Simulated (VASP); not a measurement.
All values below come from PBE GGA, VASP's PBE PAW potentials (set 64) (plane waves; VASP).

VASP input:

### POSCAR
```
NbAs
1.0
  3.5410980000   0.0000000000   0.0000000000
 -1.7705490000   3.0666810000   0.0000000000
  0.0000000000   0.0000000000   3.4559360000
Nb As
1 1
direct
  0.0000000000   0.0000000000   0.0000000000
  0.6666670000   0.3333330000   0.5000000000
```

**INCAR**
```
SYSTEM  =  NbAs
PREC  =  Accurate; ENCUT  =  400; LREAL  =  .FALSE.
LASPH  =  .TRUE.
EDIFF  =  1E-6; NELM  =  100; ALGO  =  Normal
IMIX  =  4; AMIX  =  0.05; BMIX  =  0.0001
LMAXMIX  =  4
ISMEAR  =  0; SIGMA  =  0.05
GGA  =  PE
ISIF  =  2
LWAVE  =  .FALSE.; LCHARG  =  .FALSE.
```

KPOINTS:
```
Automatic mesh
0
Gamma
8 8 7
0 0 0
```

POTCAR, in this order: Nb_sv As (PBE.64 set). Program: vasp_std.

What VASP printed:

**OSZICAR**
```
       N       E                     dE             d eps       ncg     rms          rms(c)
DAV:   1     0.114702930902E+03    0.11470E+03   -0.84848E+03  1056   0.110E+03
DAV:   2    -0.111102177884E+02   -0.12581E+03   -0.12209E+03  1295   0.364E+02
DAV:   3    -0.170665922644E+02   -0.59564E+01   -0.58529E+01  1669   0.639E+01
DAV:   4    -0.172870418565E+02   -0.22045E+00   -0.21975E+00  1431   0.125E+01
DAV:   5    -0.172999729818E+02   -0.12931E-01   -0.12927E-01  1785   0.241E+00    0.741E+00
DAV:   6    -0.169882116603E+02    0.31176E+00   -0.93900E-02  1734   0.277E+00    0.655E+00
DAV:   7    -0.162218362720E+02    0.76638E+00   -0.31970E+00  1725   0.161E+01    0.224E+00
DAV:   8    -0.163960840884E+02   -0.17425E+00   -0.10788E+00  1660   0.963E+00    0.350E+00
DAV:   9    -0.161983078952E+02    0.19778E+00   -0.45053E-01  1670   0.678E+00    0.647E-01
DAV:  10    -0.161919772336E+02    0.63307E-02   -0.33886E-02  1617   0.153E+00    0.336E-01
DAV:  11    -0.161913147577E+02    0.66248E-03   -0.28780E-03  1551   0.392E-01    0.251E-01
DAV:  12    -0.161914943394E+02   -0.17958E-03   -0.15122E-03  1376   0.458E-01    0.143E-01
DAV:  13    -0.161912192184E+02    0.27512E-03   -0.21163E-03  1745   0.424E-01    0.861E-02
DAV:  14    -0.161911787113E+02    0.40507E-04   -0.24097E-04  1359   0.141E-01    0.512E-02
DAV:  15    -0.161911856396E+02   -0.69283E-05   -0.71171E-05  1616   0.860E-02    0.254E-02
DAV:  16    -0.161911850576E+02    0.58202E-06   -0.13516E-06   889   0.124E-02
   1 F= -.16191185E+02 E0= -.16190612E+02  d E =-.114675E-02
```

**OUTCAR**
```
------------------------ aborting loop because EDIFF is reached ----------------------------------------
  FORCE on cell =-STRESS in cart. coord.  units (eV):
  Direction    XX          YY          ZZ          XY          YZ          ZX
  --------------------------------------------------------------------------------------
  Total       -1.9579689     -1.9579691     -1.3327216      0.0000000      0.0000000      0.0000000
  in kB      -83.5880379    -83.5880474    -56.8954814      0.0000000      0.0000000      0.0000000
  external PRESSURE =     -74.6905223 kB  Pullay stress =       0.0000000 kB
  volume of cell :       37.53
      direct lattice vectors                 reciprocal lattice vectors
     3.541098000  0.000000000  0.000000000     0.282398284  0.163042716  0.000000000
    -1.770549000  3.066681000  0.000000000     0.000000000  0.326085432  0.000000000
     0.000000000  0.000000000  3.455936000     0.000000000  0.000000000  0.289357210
 POSITION                                       TOTAL-FORCE (eV/Angst)
 -----------------------------------------------------------------------------------
      0.00000      0.00000      0.00000         0.000000      0.000000      0.000000
      1.77055      1.02223      1.72797        -0.000000      0.000000      0.000000
 -----------------------------------------------------------------------------------
    total drift:                               -0.000241      0.000138      0.000000
  FREE ENERGIE OF THE ION-ELECTRON SYSTEM (eV)
  ---------------------------------------------------
  free  energy   TOTEN  =       -16.1911850576 eV

  energy  without entropy=      -16.1900383093  energy(sigma->0) =      -16.19061168
```
(Selected blocks of OUTCAR.)

The structure was generated: NbAs was put into the WC type (P-6m2), which need not be its known phase. The cell was not relaxed at this level. The run is one of a series of settings (AMIX = 0.05, BMIX = 0.0001, IMIX = 4 against the base run), some of them coarse on purpose.
